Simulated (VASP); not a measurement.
# LaBe (Pm-3m) in VASP: elastic constants with RPBE+D4

Aim: the elastic constants of LaBe with RPBE+D4.

Everything below comes from runs of VASP 6.6.1. Logs are shortened: lines on timing, memory, paths and dates and some standing lists are left out, and cuts for length are marked.

**1. The structure**

It takes space group Pm-3m (No. 221, cubic). The conventional cell has a = 3.599 Å, b = 3.599 Å, c = 3.599 Å, α = 90.00°, β = 90.00°, γ = 90.00°. Around La (site symmetry m-3m) lie 8 Be at 3.12 Å. Be (site symmetry m-3m) has 8 La at 3.12 Å as nearest neighbours.

The cell was built by a generator and needn't be a form met in nature.

**2. Elastic constants, RPBE+D4**

POSCAR

```
LaBe
1.0
    3.5986300000      0.0000000000      0.0000000000
    0.0000000000      3.5986300000      0.0000000000
    0.0000000000      0.0000000000      3.5986300000
La Be
1 1
Direct
    0.0000000000      0.0000000000      0.0000000000
    0.5000000000      0.5000000000      0.5000000000
```

INCAR.step1

```
PREC = Accurate
ENCUT = 600
EDIFF = 1E-8
ISMEAR = -1
SIGMA = 0.1
LREAL = False
LASPH = True
NELM = 60
ALGO = Fast
ISIF = 3
LWAVE = False
LCHARG = False
GGA = RP
IVDW = 13
IBRION = 2
NSW = 40
EDIFFG = -0.002
```

INCAR.step2

```
PREC = Accurate
ENCUT = 600
EDIFF = 1E-8
ISMEAR = -1
SIGMA = 0.1
LREAL = False
LASPH = True
NELM = 60
ALGO = Fast
ISIF = 3
LWAVE = False
LCHARG = False
GGA = RP
IVDW = 13
IBRION = 6
NFREE = 2
POTIM = 0.015
NSW = 1
```

KPOINTS

```
Automatic mesh
0
Gamma
  5 5 5
```

Potentials or basis: VASP PAW PBE potentials, release 64 (La, Be).

Started as:

```
cat potpaw_PBE.64/La/POTCAR potpaw_PBE.64/Be/POTCAR > POTCAR
cp INCAR.step1 INCAR
mpirun -np 1 vasp_std > vasp.out
cp CONTCAR POSCAR
cp INCAR.step2 INCAR
mpirun -np 1 vasp_std > vasp.out
```

OUTCAR:

```text
PREC = Accurate
   ENCUT = 600
   EDIFF = 1E-8
   ISMEAR = -1
   LREAL = False
   LASPH = True
   NELM = 60
   ISIF = 3
   GGA = RP
   IVDW = 13
   IBRION = 6
   NFREE = 2
   POTIM = 0.015
   NSW = 1

 ion  position               nearest neighbor table
   1  0.000  0.000  0.000-
   2  0.500  0.500  0.500-

  LATTYP: Found a simple cubic cell.
 ALAT       =     3.5635347312

  Lattice vectors:

 A1 = (   3.5635347312,   0.0000000000,   0.0000000000)
 A2 = (   0.0000000000,   3.5635347312,   0.0000000000)
 A3 = (   0.0000000000,   0.0000000000,   3.5635347312)

Analysis of symmetry for initial positions (statically):
=====================================================================
 Subroutine PRICEL returns:
 Original cell was already a primitive cell.

 Routine SETGRP: Setting up the symmetry group for a
 simple cubic supercell.

 Subroutine GETGRP returns: Found 48 space group operations
 (whereof 48 operations were pure point group operations)
 out of a pool of 48 trial point group operations.

The static configuration has the point symmetry O_h .

Analysis of symmetry for dynamics (positions and initial velocities):
=====================================================================
 Subroutine PRICEL returns:
 Original cell was already a primitive cell.

 Routine SETGRP: Setting up the symmetry group for a
 simple cubic supercell.

 Subroutine GETGRP returns: Found 48 space group operations
 (whereof 48 operations were pure point group operations)
 out of a pool of 48 trial point group operations.

The dynamic configuration has the point symmetry O_h .

 Subroutine INISYM returns: Found 48 space group operations
 (whereof 48 operations are pure point group operations),
 and found     1 'primitive' translations

----------------------------------------------------------------------------------------

                                     Primitive cell

  volume of cell :      45.2525

  direct lattice vectors                    reciprocal lattice vectors
     3.563534731  0.000000000  0.000000000     0.280620248  0.000000000  0.000000000
     0.000000000  3.563534731  0.000000000     0.000000000  0.280620248  0.000000000
     0.000000000  0.000000000  3.563534731     0.000000000  0.000000000  0.280620248

  length of vectors
     3.563534731  3.563534731  3.563534731     0.280620248  0.280620248  0.280620248

  position of ions in fractional coordinates (direct lattice)
     0.000000000  0.000000000  0.000000000
     0.500000000  0.500000000  0.500000000

  ion indices of the primitive-cell ions
   primitive index   ion index
                 1           1
                 2           2

----------------------------------------------------------------------------------------

 KPOINTS: Automatic mesh

Automatic generation of k-mesh.
 Grid dimensions read from file:
 generate k-points for:    5    5    5

 Generating k-lattice:

  Cartesian coordinates                     Fractional coordinates (reciprocal lattice)
     0.056124050  0.000000000  0.000000000     0.200000000  0.000000000  0.000000000
     0.000000000  0.056124050  0.000000000     0.000000000  0.200000000  0.000000000
     0.000000000  0.000000000  0.056124050     0.000000000  0.000000000  0.200000000

[... 53 lines left out ...]
   NUPDOWN=      -1.0000    fix difference up-down
   EMIN   =  10.00;   EMAX   =-10.00  energy-range for DOS
   EFERMI =   0.00;   METHOD = LEGACY
   ISMEAR =    -1;   SIGMA  =   0.10  broadening in eV -4-tet -1-fermi 0-gaus
   EFERMI_NEDOS =   21; number of points for ismear=-14 and -15
   IALGO  =     68    algorithm
   IMIX   =      4    mixing-type and parameters
     AMIX     =   0.40;   BMIX     =  1.00
     AMIX_MAG =   1.60;   BMIX_MAG =  1.00
  volume/ion in A,a.u.               =      22.63       152.69
  Fermi-wavevector in a.u.,A,eV,Ry     =   1.080210  2.041301 15.876014  1.166854
  Thomas-Fermi vector in A             =   2.216195
   LORBIT       =      0    0 simple, 1 ext, 2 COOP (PROOUT), +10 PAW based schemes
   GGA     = RP    functional components
   LHFCALC =     F    Hartree Fock is set to
   AEXX    =    0.0000 exact exchange contribution
   IVDW    =    13    specifies the selected vdW correction
   LEPSILON=     F    determine dielectric tensor
   LRPA    =     F    only Hartree local field effects (RPA)
 finite differences with symmetry
 non-spin polarized calculation
 RMM-DIIS sequential band-by-band and
  energy-cutoff  :      600.00
  volume of cell :       45.25
 maximum number of plane-waves:      1522
   NGX = 15   NGY = 15   NGZ = 15

--------------------------------------- Ionic step        1  -------------------------------------------

 number of electron      12.9999999 magnetization

 Free energy of the ion-electron system (eV)
  ---------------------------------------------------
  ext. energy  EPLUGINS =         0.00000000
  ---------------------------------------------------
  free energy    TOTEN  =        -7.68874765 eV

  energy without entropy =       -7.65338863  energy(sigma->0) =       -7.67106814

------------------------ aborting loop because EDIFF is reached ----------------------------------------

  DFT-D4 for vdW energy calculation

  Edisp (eV):   -0.71848
[... 105 lines left out ...]
  FREE ENERGIE OF THE ION-ELECTRON SYSTEM (eV)
  ---------------------------------------------------
  free  energy   TOTEN  =        -8.4048047762 eV

  energy  without entropy=       -8.3703231579  energy(sigma->0) =       -8.38756397

[... ionic steps 4 to 14 ...]

--------------------------------------- Ionic step       15  -------------------------------------------

 number of electron      13.0000000 magnetization

------------------------ aborting loop because EDIFF is reached ----------------------------------------
[... 75 lines left out ...]
--------------------------------------- Ionic step       17  -------------------------------------------

 number of electron      12.9999999 magnetization

 Free energy of the ion-electron system (eV)
  ---------------------------------------------------
  ext. energy  EPLUGINS =         0.00000000
  ---------------------------------------------------
  free energy    TOTEN  =        -7.68841346 eV

  energy without entropy =       -7.65305569  energy(sigma->0) =       -7.67073457

 E-fermi :   7.4194     XC(G=0):  -9.7903

 val. band max:        7.1904538032   @ k =   0.0000   0.2000   0.0000
 cond. band min:       7.4423378980   @ k =   0.2000   0.2000   0.2000
 fundamental gap:      0.2518840948
 Fermi energy:         7.4194076187

 k-point     1 :       0.0000    0.0000    0.0000
  band No.  band energies     occupation
      1     -25.0444      2.00000
      2      -8.2583      2.00000
      3      -8.2583      2.00000
      4      -8.2583      2.00000
      5       2.2866      2.00000
      6       6.8728      1.99158
      7       6.8732      1.99155
      8       9.4267      0.00000
      9       9.4267      0.00000
     10       9.4273      0.00000
[... 252 lines left out ...]
  FREE ENERGIE OF THE ION-ELECTRON SYSTEM (eV)
  ---------------------------------------------------
  free  energy   TOTEN  =        -8.4068877622 eV

  energy  without entropy=       -8.3715299993  energy(sigma->0) =       -8.38920888

 INTERNAL STRAIN TENSORS FROM STRAINED CELLS
 ============================================

 INTERNAL STRAIN TENSOR FOR ION    1 for displacements in x,y,z  (eV/Angst):
          X           Y           Z          XY          YZ          ZX
  --------------------------------------------------------------------------------
  x     0.00000     0.00000     0.00000     0.00000     0.00000     0.00000
  y     0.00000     0.00000     0.00000     0.00000     0.00000     0.00000
  z     0.00000     0.00000     0.00000     0.00000     0.00000     0.00000

 INTERNAL STRAIN TENSORS FROM DISPLACED ATOMS
 ============================================

 INTERNAL STRAIN TENSOR FOR ION    1 for displacements in x,y,z  (eV/Angst):
          X           Y           Z          XY          YZ          ZX
  --------------------------------------------------------------------------------
  x     0.00000     0.00000     0.00000     0.00000     0.00000     0.00000
  y     0.00000     0.00000     0.00000     0.00000     0.00000     0.00000
  z     0.00000     0.00000     0.00000     0.00000     0.00000     0.00000

 INTERNAL STRAIN TENSOR FOR ION    2 for displacements in x,y,z  (eV/Angst):
          X           Y           Z          XY          YZ          ZX
  --------------------------------------------------------------------------------
  x     0.00000     0.00000     0.00000     0.00000     0.00000     0.00000
  y     0.00000     0.00000     0.00000     0.00000     0.00000     0.00000
  z     0.00000     0.00000     0.00000     0.00000     0.00000     0.00000

 Eigenvectors and eigenvalues of the dynamical matrix
 ----------------------------------------------------

   1 f  =    9.222866 THz    57.948975 2PiTHz  307.641691 cm-1    38.142691 meV
             X         Y         Z           dx          dy          dz
      0.000000  0.000000  0.000000     0.253583    0.000000   -0.000000
      1.781767  1.781767  1.781767    -0.967314    0.000000    0.000000
[... 21 lines left out ...]
   6 f/i=    0.064145 THz     0.403032 2PiTHz    2.139633 cm-1     0.265281 meV
             X         Y         Z           dx          dy          dz
      0.000000  0.000000  0.000000    -0.967314   -0.000000    0.000000
      1.781767  1.781767  1.781767    -0.253583   -0.000000    0.000000

--------------------------------------------------------------------------------------------------------

 ELASTIC MODULI CONTR FROM IONIC RELAXATION (kBar)
 Direction    XX          YY          ZZ          XY          YZ          ZX
 --------------------------------------------------------------------------------
 XX           0.0000      0.0000      0.0000      0.0000      0.0000      0.0000
 YY           0.0000      0.0000      0.0000      0.0000      0.0000      0.0000
 ZZ           0.0000      0.0000      0.0000      0.0000      0.0000      0.0000
 XY           0.0000      0.0000      0.0000      0.0000      0.0000      0.0000
 YZ           0.0000      0.0000      0.0000      0.0000      0.0000      0.0000
 ZX           0.0000      0.0000      0.0000      0.0000      0.0000      0.0000
 --------------------------------------------------------------------------------

 TOTAL ELASTIC MODULI (kBar)
 Direction    XX          YY          ZZ          XY          YZ          ZX
 --------------------------------------------------------------------------------
 XX         764.3362    361.2242    361.2242      0.0000      0.0000      0.0000
 YY         361.2242    764.3362    361.2242      0.0000      0.0000     -0.0000
 ZZ         361.2242    361.2242    764.3362      0.0000      0.0000     -0.0000
 XY           0.0000      0.0000      0.0000    497.0497      0.0000      0.0000
 YZ           0.0000      0.0000      0.0000      0.0000    497.0497      0.0000
 ZX           0.0000     -0.0000     -0.0000      0.0000      0.0000    497.0497
 --------------------------------------------------------------------------------
```

Run time: 5.5 min. Hardware: 1 thread of Intel Xeon 6975P-C (Granite Rapids), shared host; peak memory 0.23 GiB.

Results:

* Relaxed volume: 22.63 Å³/atom
* Relaxed cell: a = 3.564 Å, b = 3.564 Å, c = 3.564 Å, α = 90.00°, β = 90.00°, γ = 90.00°
* Space group after relaxing (to 0.05 Å): Pm-3m (No. 221)
* Elastic constants C11, C12, C44: 76, 36, 50 GPa
* Voigt bulk modulus: 50 GPa
* Highest phonon frequency at Γ, LO-TO splitting left out: 308 cm⁻¹
* Dispersion energy per atom: -0.359 eV

Step by step:
```csv
step,energy change (eV),largest force (eV/Å),pressure (GPa),volume (Å³)
1,0.0000,0.0000,-1.39,46.60
2,-0.0060,0.0000,-0.01,45.25
```

Final structure:
```
CELL_PARAMETERS angstrom
3.56353 0.00000 0.00000
0.00000 3.56353 0.00000
0.00000 0.00000 3.56353
ATOMIC_POSITIONS crystal
La 0.00000 0.00000 0.00000
Be 0.50000 0.50000 0.50000
```

Phonon frequencies in cm⁻¹ (negative: imaginary):
```csv
q point,frequencies
"(0.000, 0.000, 0.000)",-2 -2 -2 308 308 308
```

Elastic tensor in Voigt notation (GPa, in the Cartesian axes of the cell as first typed):
```
76 36 36  0  0  0
36 76 36  0  0  0
36 36 76  0  0  0
 0  0  0 50  0  0
 0  0  0  0 50  0
 0  0  0  0  0 50
```

Clamped-ion elastic tensor (GPa):
```
76 36 36  0  0  0
36 76 36  0  0  0
36 36 76  0  0  0
 0  0  0 50  0  0
 0  0  0  0 50  0
 0  0  0  0  0 50
```

Caveat: the PAW data sets were made with another functional, which shifts forces and pressure a little.
